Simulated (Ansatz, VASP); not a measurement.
## One calculation of BiAu, two programs

```xyz
2
Lattice="0.0000 2.9248 2.9248 2.9248 0.0000 2.9248 2.9248 2.9248 0.0000" Properties=species:S:1:pos:R:3 pbc="T T T"
Au    2.9248    2.9248    2.9248
Bi    0.0000    0.0000    0.0000
```

Alike in both runs: task single point; functional PBE; k mesh 10 × 10 × 10; occupations gaussian, width 0.05 eV; no spin polarisation.

```csv
,VASP,Ansatz
version,VASP 6.6.1,Ansatz 0.2.0
potentials or method,"VASP PAW PBE potentials, release 64 (Au, Bi_d)","scalar-relativistic, plane waves, PAW"
plane-wave cutoff (eV),520,420
valence electrons in the cell,26,34
```

VASP gave:

- gap on the k mesh at the Fermi level (eV): none
- pressure (GPa): 3.7

Estimate Ansatz's values.

gap on the k mesh at the Fermi level (eV): none; pressure (GPa): 3.8.

A gap of «none» marks a metal or a gap that the smearing closes. With one functional, cell and mesh, what is left measures potentials, basis and numerics. The two sets of potentials don't hold the same shells in valence.

Caveats: spin-orbit coupling is left out, which moves the levels of the heavy elements.
